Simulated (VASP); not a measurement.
Input for VASP

### INCAR
```
SIGMA  =  0.1   # width (eV)
LREAL  =  .False.
IBRION  =  2
ISMEAR  =  1
ALGO  =  Normal
ISIF  =  3   # ions, shape and volume
LCHARG  =  .False.
ENCUT  =  500   # plane-wave cut-off (eV)
GGA  =  PS
NSW  =  40   # most ionic steps
EDIFFG  =  -0.02   # ionic stop
LASPH  =  .True.   # aspherical one-centre terms
LMAXMIX  =  4   # l cut-off of mixed one-centre charges
NELM  =  100   # most electronic steps
SYSTEM  =  NiSi2
LWAVE  =  .False.
EDIFF  =  1E-6   # SCF stop (eV)
PREC  =  Accurate
```

File KPOINTS:
```
Automatic mesh
0
Gamma
10 10 10
0 0 0
```

**POSCAR**
```
NiSi2
1
   -0.0000000000     2.6959930708     2.6959930708
    2.6959930708    -0.0000000000     2.6959930708
    2.6959930708     2.6959930708    -0.0000000000
Si Ni
2 1
Direct
  0.2500000000   0.2500000000   0.2500000000
  0.7500000000   0.7500000000   0.7500000000
  0.0000000000   0.0000000000   0.0000000000
```

POTCAR, in this order: Si Ni (PBE.64 set). Program: vasp_std.

Question: Translate this PBEsol calculation to Quantum ESPRESSO's pw.x.

Answer: One equivalent input (not run):
```
&CONTROL
  calculation = 'vc-relax'
  pseudo_dir = './pseudo'
  outdir = './out'
  tprnfor = .true.
  tstress = .true.
  nstep = 40
  forc_conv_thr = 0.00078
/
&SYSTEM
  ibrav = 0
  nat = 3
  ntyp = 2
  ecutwfc = 98
  occupations = 'smearing'
  smearing = 'methfessel-paxton'
  degauss = 0.00735
  input_dft = 'pbesol'
/
&ELECTRONS
  conv_thr = 7.3e-08
  electron_maxstep = 100
/
&IONS
/
&CELL
/
ATOMIC_SPECIES
  Si 28.085 Si.upf
  Ni 58.693 Ni.upf
CELL_PARAMETERS angstrom
    -0.0000000    2.6959931    2.6959931
     2.6959931   -0.0000000    2.6959931
     2.6959931    2.6959931   -0.0000000
ATOMIC_POSITIONS crystal
  Si   0.2500000  0.2500000  0.2500000
  Si   0.7500000  0.7500000  0.7500000
  Ni   0.0000000  0.0000000  0.0000000
K_POINTS automatic
  10 10 10 0 0 0
```
What does not carry over: the potentials are each code's own (VASP's PAW set, PseudoDojo norm-conserving files in pw.x), so ENCUT and ecutwfc are chosen apart and not converted; conv_thr bounds pw.x's estimated SCF error, while EDIFF bounds the energy change between steps; forc_conv_thr acts on force components and is met together with etot_conv_thr.

The compound is NiSi2 in the fluorite structure. It was relaxed first.
